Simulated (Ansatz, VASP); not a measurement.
One calculation of HPbNO4, two programs

```xyz
7
Lattice="3.8571 0.0018 -0.0366 0.1735 4.3344 -0.0165 0.7580 0.8387 5.8766" Properties=species:S:1:pos:R:3 pbc="T T T"
H     2.6784    4.0493    1.1289
Pb    3.2640    2.7055    5.3570
N     3.1776    1.4531    2.9117
O     1.3252    2.6900    4.5562
O     2.9731    4.6255    2.8902
O     2.3661    4.0462    0.1903
O     3.3249    2.1006    1.8421
```

Alike in both runs: functional revPBE; k mesh 5 × 4 × 4; occupations fermi-dirac, width 0.05 eV; no spin polarisation.

```csv
,VASP,Ansatz
version,VASP 6.6.1,Ansatz 0.2.0
potentials or method,"VASP PAW PBE potentials, release 64 (H, Pb_d, N, O), cutoff 520 eV","all-electron LAPW, scalar-relativistic"
task,single point,band structure
```

Ansatz gave:

* gap on the k mesh at the Fermi level (eV): 0.26
* least direct gap on the mesh (eV): 0.45
* pressure (GPa): 2.0
* largest component of the traceless stress (GPa): 0.45
* rms of the force components (eV/Å): 0.072

Task: Which values does VASP return?

Result: gap on the k mesh at the Fermi level (eV): 0.26; least direct gap on the mesh (eV): 0.46; pressure (GPa): 2.7; largest component of the traceless stress (GPa): 1.06; rms of the force components (eV/Å): 0.270.

Atom by atom the forces differ by 0.220 eV/Å (rms over components). One of these differences is far larger than is usual between the two programs; its cause wasn't traced. Ansatz ran all-electron here, so the differences hold the error of VASP's frozen core and of both bases.

Caveats: spin-orbit coupling is left out, which as a rule narrows the gap of such compounds by several tenths of an eV; the standard files for N, O and F lose accuracy on very short bonds (VASP); the PAW data sets were made with another functional, which shifts forces and pressure a little (VASP); an odd mesh through Γ misses points on the zone boundary, where band edges often lie (VASP).
